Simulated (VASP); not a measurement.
Consider the following.

```
AuPdO2
1.0
    1.59131     0.91874     6.03505
   -1.59131     0.91874     6.03505
    0.00000    -1.83749     6.03505
Pd Au O
1 1 2
Cartesian
  0.00000   0.00000   9.05258
  0.00000   0.00000   0.00000
  0.00000   0.00000   2.02532
  0.00000   0.00000  16.07984
```

The numbers are results of PBEsol GGA, VASP's PBE PAW potentials (set 64) (plane waves; VASP 6.6.1), not measurements. Numerical set-up: 520 eV cut-off, 13×13×13 Γ-centred mesh, tetrahedra with Blöchl corrections, potentials Pd Au O.

Unless said otherwise, spin-orbit coupling is left out, though it shifts the bands of the heavy elements here.

**Question.** Predict the energy per atom (σ→0), band gap (on the k-mesh) with the smallest direct gap where there is one.

**Answer.** 
band gap (on the k-mesh): none (metal, semimetal or under 0.01 eV)
energy per atom (σ→0): -5.338 eV/atom

Only differences to runs with the same potentials and settings are physical.

The structure comes from a computed database's PdAuO2 entry (R-3m); how it stands against other phases isn't given here. It was relaxed first. The electron count is odd and the run is not spin-polarised, which forces a metal.
